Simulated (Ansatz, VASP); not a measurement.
# Cross-check of BiCl between VASP and Ansatz, part 2 of 2

One calculation is typed for both programs; each brings its own data sets. How far apart do they land? The cell is generated by rule, not measured, and may not be a known phase. Of the first pair: The two relaxations start from unlike cells of this crystal (the structure described is Ansatz's start), so only their ends are compared.

VASP 6.6.1 and Ansatz 0.2.0.

So far: The starting structure; VASP: relaxation of cell and atoms, PBE with D3(BJ), pair 1; Ansatz: relaxation of cell and atoms, PBE with D3(BJ), pair 1; Comparison.

## (5) VASP: relaxation of cell and atoms, PBE with D3(BJ), pair 2

Level of this step: PBE with D3(BJ); plane waves and PAW (Bi_d, Cl); invented cell (VASP).

The relaxed volume is the usual yardstick between codes: in a stiff, nearly cubic crystal its relative difference is about their pressure difference at one cell divided by the bulk modulus. Its start cell is another than that of the pair before, and may be another structure of the material.

The input, INCAR:

```
SYSTEM = BiCl
PREC = Accurate
ENCUT = 500
EDIFF = 1E-07
NELM = 120
ISMEAR = 0
SIGMA = 0.1
LREAL = .FALSE.
ALGO = Normal
GGA = PE
IVDW = 12
NBANDS = 28
LORBIT = 11
LWAVE = .FALSE.
LCHARG = .FALSE.
ISIF = 3
IBRION = 2
NSW = 80
EDIFFG = -0.005
LASPH = .TRUE.
GGA_COMPAT = .FALSE.
NELMIN = 4
KPAR = 2
```

The input, POSCAR:

```
BiCl
1.0
    2.4849030000     -6.4612130000      0.0000000000
    2.4849030000      6.4612130000      0.0000000000
    0.0000000000      0.0000000000      3.5185110000
Bi Cl
2 2
Direct
    0.4007516081      0.5992483919      0.7500002132
    0.5992483919      0.4007516081      0.2500000711
    0.8675000344      0.1324999656      0.2500000711
    0.1324999656      0.8675000344      0.7500002132
```

The input, KPOINTS:

```
Automatic mesh
0
Gamma
10 10 12
0 0 0
```

Potentials, in the order of the species: Bi_d and Cl (PBE family, release 64).

Command:

```
$ mpirun -np 2 vasp_std
```

Numbers of over 12 decimals in the logs are rounded to 6 here.

The log of the run:

```text
[... set-up lines as in an earlier step ...]
 entering main loop
       N       E                     dE             d eps       ncg     rms          rms(c)
DAV:   1     0.474565660257E+03    0.47457E+03   -0.21882E+04 12184   0.168E+03
DAV:   2     0.448705542831E+02   -0.42970E+03   -0.41865E+03 12720   0.446E+02
DAV:   3    -0.107895056215E+02   -0.55660E+02   -0.54067E+02 15156   0.169E+02
DAV:   4    -0.133890167877E+02   -0.25995E+01   -0.25805E+01 13560   0.388E+01
[...]
DAV:  12    -0.129016854964E+02    0.55285E-05   -0.24593E-05 15564   0.418E-02    0.486E-03
DAV:  13    -0.129016863775E+02   -0.88110E-06   -0.49882E-06 14656   0.125E-02    0.338E-03
DAV:  14    -0.129016863149E+02    0.62582E-07   -0.41025E-07 12468   0.553E-03
   1 F= -.14233483E+02 E0= -.14227109E+02  d E =-.142335E+02
[... from here on, the cycles between the ionic steps are left out ...]
   2 F= -.14234951E+02 E0= -.14228520E+02  d E =-.146833E-02
   3 F= -.14234956E+02 E0= -.14228528E+02  d E =-.147362E-02
   4 F= -.14235523E+02 E0= -.14229105E+02  d E =-.567248E-03
   5 F= -.14236216E+02 E0= -.14229809E+02  d E =-.125973E-02
   6 F= -.14236230E+02 E0= -.14229824E+02  d E =-.127407E-02
   7 F= -.14236414E+02 E0= -.14230010E+02  d E =-.183285E-03
   8 F= -.14236422E+02 E0= -.14230020E+02  d E =-.191441E-03
   9 F= -.14236446E+02 E0= -.14230062E+02  d E =-.245430E-04
 trial-energy change:   -0.000025  1 .order   -0.000024   -0.000047   -0.000002
 step:   1.6861(harm=  1.6861)  dis= 0.00045  next Energy=   -14.236446 (dE=-0.243E-04)
 reached required accuracy - stopping structural energy minimisation
```

Parts of OUTCAR (step 5):

```text
 Edisp (eV)   -1.33443

 Edisp (eV)   -1.33500

  Total       0.00677     0.00638     0.00811     0.00000     0.00000     0.00000
  in kB       0.09612     0.09061     0.11518     0.00000     0.00000     0.00000
  external pressure =        0.10 kB  Pullay stress =        0.00 kB

 POSITION                                       TOTAL-FORCE (eV/Angst)
 -----------------------------------------------------------------------------------
      2.50303      1.29525      2.63011         0.000000      0.001016      0.000000
      2.50303     -1.29525      0.87670         0.000000     -0.001016      0.000000
      2.50303     -4.72609      0.87670         0.000000     -0.003838      0.000000
      2.50303      4.72609      2.63011         0.000000      0.003838      0.000000
 -----------------------------------------------------------------------------------
    total drift:                                0.000000     -0.000248     -0.000000

  FREE ENERGIE OF THE ION-ELECTRON SYSTEM (eV)
  ---------------------------------------------------
  free  energy   TOTEN  =       -14.2364462962 eV

  energy  without entropy=      -14.2236775734  energy(sigma->0) =      -14.23006193

[... 1 part as in an earlier step ...]

[... 3 further parts left out ...]
[key lines of the parts left out:]
E-fermi :   5.7038
```

## (6) Ansatz: relaxation of cell and atoms, PBE with D3(BJ), pair 2

The same cell, functional, mesh and smearing now go to Ansatz, which takes its cutoff from its data sets.

The cell is taken from a series of runs on this material, whose earlier steps may have relaxed, scaled, displaced or heated it; both programs get it as it stands.

The input, input.yaml:

```yaml
crystal:
  lattice:
    - [2.4849027588, -6.4612130993, 0.0]
    - [2.4849027588, 6.4612130993, 0.0]
    - [0.0, 0.0, 3.5185113932]
  atoms:
    - { symbol: Bi, position: [0.4007515736, 0.5992484264, 0.75] }
    - { symbol: Bi, position: [0.5992484264, 0.4007515736, 0.25] }
    - { symbol: Cl, position: [0.8675000276, 0.1324999724, 0.25] }
    - { symbol: Cl, position: [0.1324999724, 0.8675000276, 0.75] }
kpoints:
  mp_grid: { grid: [10, 10, 12] }
hamiltonian:
  xc: pbe
  dispersion: d3bj
scf:
  occupations: { method: gaussian, width: 0.1 }
output:
  forces: true
  stress: true
  eigenvalues: true
  write_density: true
  write_potential: true
  elf: true
  volumetric_format: npy
relax:
  adjacent_minimum: "off"
  f_tol: 0.005
  max_steps: 80
  cell: { stress_tol: 0.05 }
```

Command:

```
$ ansatz run input.yaml --threads 4 --pin off --max-ram 14336MiB --backend cpu --events-out ev --progress --plain --runs-dir out
```

The log of the run:

```text
[...]
Crystal: 4 atoms, lattice volume = 112.983 Å³
Basis set: ecut = 420 eV, 2231 PW (Γ), exchange–correlation on 96×96×48 points (8 copies of the dense FFT grid, shifted against one another)
Bands: 27, of which v1, the nominal top of the filled ones, is band 22 counted from 1 (21 counted from 0)
Symmetry: 8 space group operations
[...]
k-points: 217 of 1200
[...]
--- Relaxed structure (5 steps of the walk, 4 accepted, 1 SCFs on fresh bases) ---
[...]
cell:  # Å, volume = 113.0532 Å³
    - [2.502752, -6.429967, 0]
    - [2.502752, 6.429967, 0]
    - [0, 0, 3.512580]
  atoms:
    - { symbol: Bi, position: [0.399392, 0.600608, 0.75] }
    - { symbol: Bi, position: [0.600608, 0.399392, 0.25] }
    - { symbol: Cl, position: [0.867920, 0.132080, 0.25] }
    - { symbol: Cl, position: [0.132080, 0.867920, 0.75] }
[key lines of the parts left out:]
SCF converged after 5 iterations
Free energy (F): -26954.907899 eV
Fermi energy:    8.321123 eV
P = ⅓ Tr σ = 0.0035 GPa (0.035 kbar)
```

## (7) Comparison

Both answers:

| quantity | Ansatz | VASP | difference |
| --- | --- | --- | --- |
| volume (Å³) | 113.05 | 112.78 | +0.24 % |
| edge a after relaxation, in the typed setting (Å) | 6.900 | 6.895 | +0.08 % |
| edge c after relaxation, in the typed setting (Å) | 3.513 | 3.507 | +0.17 % |

## (8) Ansatz: relaxation of cell and atoms, PBE with D3(BJ), pair 3

The relaxed volume is the usual yardstick between codes: in a stiff, nearly cubic crystal its relative difference is about their pressure difference at one cell divided by the bulk modulus. Its start cell is another than that of the pair before, and may be another structure of the material.

The cell is taken from a series of runs on this material, whose earlier steps may have relaxed, scaled, displaced or heated it; both programs get it as it stands.

The input, input.yaml:

```yaml
crystal:
  lattice:
    - [5.4382912352, 0.0, 0.0]
    - [0.0, 4.3165370109, 0.0]
    - [-2.7129587517, 0.0, 5.4983521559]
  atoms:
    - { symbol: Bi, position: [0.400776401, 0.25, 0.8010931597] }
    - { symbol: Bi, position: [0.599223599, 0.75, 0.1989068403] }
    - { symbol: Cl, position: [0.859229576, 0.25, 0.7177274131] }
    - { symbol: Cl, position: [0.140770424, 0.75, 0.2822725869] }
kpoints:
  mp_grid: { grid: [10, 10, 8] }
hamiltonian:
  xc: pbe
  dispersion: d3bj
scf:
  occupations: { method: methfessel_paxton, width: 0.2 }
output:
  forces: true
  stress: true
  eigenvalues: true
relax:
  adjacent_minimum: "off"
  f_tol: 0.001
  max_steps: 60
  cell: { stress_tol: 0.01 }
```

The log of the run:

```text
[...]
Crystal: 4 atoms, lattice volume = 129.072 Å³
Basis set: ecut = 420 eV, 2541 PW (Γ), exchange–correlation on 80×60×90 points (8 copies of the dense FFT grid, shifted against one another)
Bands: 27, of which v1, the nominal top of the filled ones, is band 22 counted from 1 (21 counted from 0)
Symmetry: 4 space group operations
[...]
k-points: 252 of 800
[...]
cell:  # Å, volume = 129.0718 Å³
    - [5.437495, 3.0554173139525723e-19, -0.00137604]
    - [2.4251775693906744e-19, 4.321170, 8.854158829358237e-19]
    - [-2.713953, 9.754086776149116e-19, 5.493959]
  atoms:
    - { symbol: Bi, position: [0.400838, 0.25, 0.801296] }
    - { symbol: Bi, position: [0.599162, 0.750000, 0.198704] }
    - { symbol: Cl, position: [0.858862, 0.25, 0.717077] }
    - { symbol: Cl, position: [0.141138, 0.750000, 0.282923] }
[key lines of the parts left out:]
SCF converged after 7 iterations
Free energy (F): -26955.461714 eV
Fermi energy:    6.147362 eV
P = ⅓ Tr σ = -0.0012 GPa (-0.012 kbar)
```

## (9) VASP: relaxation of cell and atoms, PBE with D3(BJ), pair 3

The same cell, functional, mesh and smearing now go to VASP, with its own data sets.

Edit INCAR of step 5 so:

```diff
@@ -5,4 +5,4 @@
 NELM = 120
-ISMEAR = 0
-SIGMA = 0.1
+ISMEAR = 1
+SIGMA = 0.2
 LREAL = .FALSE.
```

The input, POSCAR:

```
BiCl
1.0
    5.4382910000      0.0000000000      0.0000000000
    0.0000000000      4.3165370000      0.0000000000
   -2.7129590000      0.0000000000      5.4983520000
Bi Cl
2 2
Direct
    0.4007764223      0.2499999421      0.8010931275
    0.5992235777      0.7500000579      0.1989068725
    0.8592296856      0.2499999421      0.7177274209
    0.1407704983      0.7500000579      0.2822725791
```

The input, KPOINTS:

```
Automatic mesh
0
Gamma
10 10 8
0 0 0
```

Command:

```
$ mpirun -np 2 vasp_std
```

The log of the run:

```text
[... set-up lines as in an earlier step ...]
 entering main loop
       N       E                     dE             d eps       ncg     rms          rms(c)
DAV:   1     0.464687371534E+03    0.46469E+03   -0.21664E+04 14120   0.161E+03
DAV:   2     0.421797170207E+02   -0.42251E+03   -0.41165E+03 15184   0.425E+02
DAV:   3    -0.116535177924E+02   -0.53833E+02   -0.52608E+02 17476   0.165E+02
DAV:   4    -0.140239854353E+02   -0.23705E+01   -0.23610E+01 16000   0.381E+01
[...]
DAV:  13    -0.136392077860E+02   -0.72735E-06   -0.23241E-06 16212   0.949E-03    0.209E-03
DAV:  14    -0.136392079522E+02   -0.16619E-06   -0.18274E-07 12796   0.283E-03    0.462E-04
DAV:  15    -0.136392079745E+02   -0.22307E-07   -0.53099E-08  9456   0.158E-03
   1 F= -.14791667E+02 E0= -.14792307E+02  d E =-.147917E+02
[... from here on, the cycles between the ionic steps are left out ...]
   2 F= -.14791726E+02 E0= -.14792360E+02  d E =-.589707E-04
   3 F= -.14791730E+02 E0= -.14792364E+02  d E =-.624711E-04
   4 F= -.14791750E+02 E0= -.14792376E+02  d E =-.205554E-04
   5 F= -.14791753E+02 E0= -.14792374E+02  d E =-.232942E-04
   6 F= -.14791770E+02 E0= -.14792384E+02  d E =-.175129E-04
   7 F= -.14791777E+02 E0= -.14792382E+02  d E =-.242426E-04
[...]
reached required accuracy - stopping structural energy minimisation
```

From OUTCAR (step 9):

```text
 Edisp (eV)   -1.15634

 Edisp (eV)   -1.15687

  Total      -0.00121     0.00476    -0.00675     0.00000     0.00000    -0.00106
  in kB      -0.01503     0.05928    -0.08407     0.00000     0.00000    -0.01323
  external pressure =       -0.01 kB  Pullay stress =        0.00 kB

 POSITION                                       TOTAL-FORCE (eV/Angst)
 -----------------------------------------------------------------------------------
      0.00541      1.07772      4.39430         0.000050     -0.000000      0.001078
      2.71844      3.23317      1.09339        -0.000050      0.000000     -0.001078
      2.72446      1.07772      3.93737         0.000038     -0.000000     -0.001420
     -0.00061      3.23317      1.55032        -0.000038      0.000000      0.001420
 -----------------------------------------------------------------------------------
    total drift:                               -0.000810     -0.001027      0.000677

  FREE ENERGIE OF THE ION-ELECTRON SYSTEM (eV)
  ---------------------------------------------------
  free  energy   TOTEN  =       -14.7917771021 eV

  energy  without entropy=      -14.7935913678  energy(sigma->0) =      -14.79238186

[... 1 part as in an earlier step ...]

[... 3 further parts left out ...]
[key lines of the parts left out:]
E-fermi :   3.8699
```

The run keeps the 4 symmetry operations of its start, so it cannot find a distortion of lower symmetry.

## (10) Differences

Both answers:

| quantity | Ansatz | VASP | difference |
| --- | --- | --- | --- |
| volume (Å³) | 129.07 | 128.64 | +0.34 % |
| edge a after relaxation, in the typed setting (Å) | 5.438 | 5.437 | +0.01 % |
| edge b after relaxation, in the typed setting (Å) | 4.321 | 4.311 | +0.24 % |
| edge c after relaxation, in the typed setting (Å) | 6.128 | 6.123 | +0.08 % |

## (11) Summary of results

```yaml
difference_in_edge_c_after_relaxation_in_the_typed_setting_relaxation_of_cell_and_atoms_pbe_with_d3_bj_pair_1: 0.29 %
difference_in_volume_relaxation_of_cell_and_atoms_pbe_with_d3_bj_pair_2: 0.24 %
difference_in_volume_relaxation_of_cell_and_atoms_pbe_with_d3_bj_pair_3: 0.34 %
```

**Reading.** The difference in volume is 0.34 % (relaxation of cell and atoms, PBE with D3(BJ), pair 3), within the 1.2 % picked in this series as the mark of a large difference, as far as the stopping tolerances let one tell. 1 further run of this series is not shown here. How closely two codes agree says nothing of how well the functional describes the real material.

[Lines on the potential files, build, host, timing and source positions are cut from VASP's logs without a mark.]

[Logs are printed without paths, hosts, clocks, repeated set-up lines and the standing remarks that a program may print on its own settings, such as how far it seeks lower states.]

[Hosts, paths, dates, database ids (printed as entryN), source tags and the programs' standing remarks are cut or masked in the printed files.]
